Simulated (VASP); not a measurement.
Method: r2SCAN+rVV10, VASP's PBE PAW potentials (set 64) (plane waves; VASP 6.6.1).

The input files of a VASP run:

### KPOINTS
```
Regular mesh
0
G
8 8 8
0 0 0
```

**POSCAR**
```
SnTe
1
    0.0000000000     3.1677948221     3.1677948221
    3.1677948221     0.0000000000     3.1677948221
    3.1677948221     3.1677948221     0.0000000000
Sn Te
1 1
Direct
  0.0000000000   0.0000000000   0.0000000000
  0.5000000000   0.5000000000   0.5000000000
```

KPOINTS_OPT:
```
k-points along high-symmetry lines
10
Line-mode
Reciprocal
  0.000000   0.000000   0.000000 ! GAMMA
  0.500000   0.000000   0.500000 ! X

  0.500000   0.000000   0.500000 ! X
  0.625000   0.250000   0.625000 ! U

  0.375000   0.375000   0.750000 ! K
  0.000000   0.000000   0.000000 ! GAMMA

  0.000000   0.000000   0.000000 ! GAMMA
  0.500000   0.500000   0.500000 ! L

  0.500000   0.500000   0.500000 ! L
  0.500000   0.250000   0.750000 ! W

  0.500000   0.250000   0.750000 ! W
  0.500000   0.000000   0.500000 ! X
```

### INCAR
```
LORBIT = 11   ! lm-projected
LREAL = .False.   ! projection in real space or not
CPARAM = 0.0093
NEDOS = 601   ! DOS grid
LWAVE = .False.
SYSTEM = SnTe
LMAXMIX = 4   ! l cut-off of mixed one-centre charges
METAGGA = R2SCAN
EDIFF = 1E-7
PREC = Accurate
ISIF = 2
ALGO = Normal   ! blocked Davidson
ISMEAR = -5
LASPH = .True.   ! aspherical one-centre terms
BPARAM = 11.95
LUSE_VDW = .True.
NELM = 100
LMIXTAU = .True.
LCHARG = .False.
ENCUT = 520
```

POTCAR, in this order: Sn_d Te (PBE.64 set). Program: vasp_std.

What VASP printed:

### OSZICAR
```
       N       E                     dE             d eps       ncg     rms          rms(c)
DAV:   1     0.829893048116E+02    0.82989E+02   -0.10011E+04   818   0.169E+03
DAV:   2    -0.419761527781E+02   -0.12497E+03   -0.12338E+03   860   0.379E+02
DAV:   3    -0.529337614647E+02   -0.10958E+02   -0.10889E+02  1034   0.102E+02
DAV:   4    -0.532371859000E+02   -0.30342E+00   -0.30331E+00   922   0.184E+01
DAV:   5    -0.532498056266E+02   -0.12620E-01   -0.12619E-01  1212   0.358E+00    0.460E+00
DAV:   6    -0.500696472138E+02    0.31802E+01   -0.91931E-01   986   0.162E+01    0.350E+00
DAV:   7    -0.499823198717E+02    0.87327E-01   -0.79135E-01   812   0.932E+00    0.958E-01
DAV:   8    -0.500987778580E+02   -0.11646E+00   -0.60531E-01   812   0.630E+00    0.564E-01
DAV:   9    -0.501321218905E+02   -0.33344E-01   -0.21732E-02   932   0.117E+00    0.481E-01
DAV:  10    -0.501225831520E+02    0.95387E-02   -0.50619E-03   890   0.498E-01    0.647E-01
DAV:  11    -0.501465397186E+02   -0.23957E-01   -0.90219E-02   812   0.198E+00    0.284E-01
DAV:  12    -0.501468339306E+02   -0.29421E-03   -0.43799E-03   890   0.429E-01    0.273E-01
DAV:  13    -0.501432823637E+02    0.35516E-02   -0.20581E-03   854   0.327E-01    0.395E-01
DAV:  14    -0.501457091814E+02   -0.24268E-02   -0.47189E-04   836   0.173E-01    0.587E-01
DAV:  15    -0.501472523336E+02   -0.15432E-02   -0.77674E-03   836   0.750E-01    0.244E-01
DAV:  16    -0.501483191074E+02   -0.10668E-02   -0.21599E-03   848   0.349E-01    0.387E-01
DAV:  17    -0.501481886455E+02    0.13046E-03   -0.33553E-04   830   0.184E-01    0.211E-01
DAV:  18    -0.501481148271E+02    0.73818E-04   -0.25393E-04   866   0.146E-01    0.867E-02
DAV:  19    -0.501481283936E+02   -0.13567E-04   -0.22160E-05   866   0.344E-02    0.655E-02
DAV:  20    -0.501481279065E+02    0.48711E-06   -0.96326E-06   860   0.298E-02    0.317E-02
DAV:  21    -0.501481270109E+02    0.89564E-06   -0.12850E-06  1004   0.108E-02    0.222E-02
DAV:  22    -0.501481260600E+02    0.95092E-06   -0.89697E-07   896   0.908E-03    0.139E-02
DAV:  23    -0.501481253939E+02    0.66602E-06   -0.87837E-07   908   0.818E-03    0.424E-03
DAV:  24    -0.501481250788E+02    0.31518E-06   -0.24769E-07   758   0.346E-03    0.644E-04
DAV:  25    -0.501481251179E+02   -0.39091E-07   -0.39082E-08   412   0.182E-03
   1 F= -.50148125E+02 E0= -.50148125E+02  d E =0.000000E+00
       N       E                     dE             ncg
       N       E                     dE             ncg
       N       E                     dE             ncg
```

File OUTCAR:
```
------------------------ aborting loop because EDIFF is reached ----------------------------------------
  FORCE on cell =-STRESS in cart. coord.  units (eV):
  Direction    XX          YY          ZZ          XY          YZ          ZX
  --------------------------------------------------------------------------------------
  Total        0.0519423      0.0519423      0.0519423      0.0000000      0.0000000     -0.0000000
  in kB        1.3089716      1.3089716      1.3089716      0.0000000      0.0000000     -0.0000000
  external PRESSURE =       1.3089716 kB  Pullay stress =       0.0000000 kB
  volume of cell :       63.58
      direct lattice vectors                 reciprocal lattice vectors
     0.000000000  3.167794822  3.167794822    -0.157838505  0.157838505  0.157838505
     3.167794822  0.000000000  3.167794822     0.157838505 -0.157838505  0.157838505
     3.167794822  3.167794822  0.000000000     0.157838505  0.157838505 -0.157838505
 POSITION                                       TOTAL-FORCE (eV/Angst)
 -----------------------------------------------------------------------------------
      0.00000      0.00000      0.00000         0.000000      0.000000      0.000000
      3.16779      3.16779      3.16779         0.000000      0.000000     -0.000000
 -----------------------------------------------------------------------------------
    total drift:                               -0.000000      0.000000      0.000000
  FREE ENERGIE OF THE ION-ELECTRON SYSTEM (eV)
  ---------------------------------------------------
  free  energy   TOTEN  =       -50.1481251179 eV

  energy  without entropy=      -50.1481251179  energy(sigma->0) =      -50.14812512

 total charge

# of ion       s       p       d       tot
------------------------------------------
    1        1.347   0.741   9.981  12.069
    2        1.381   2.001   0.030   3.412
--------------------------------------------------
tot          2.728   2.742  10.010  15.481
```
(Selected blocks of OUTCAR.)

The compound is SnTe in the rock salt structure, which distorts at low temperature. It was relaxed first.
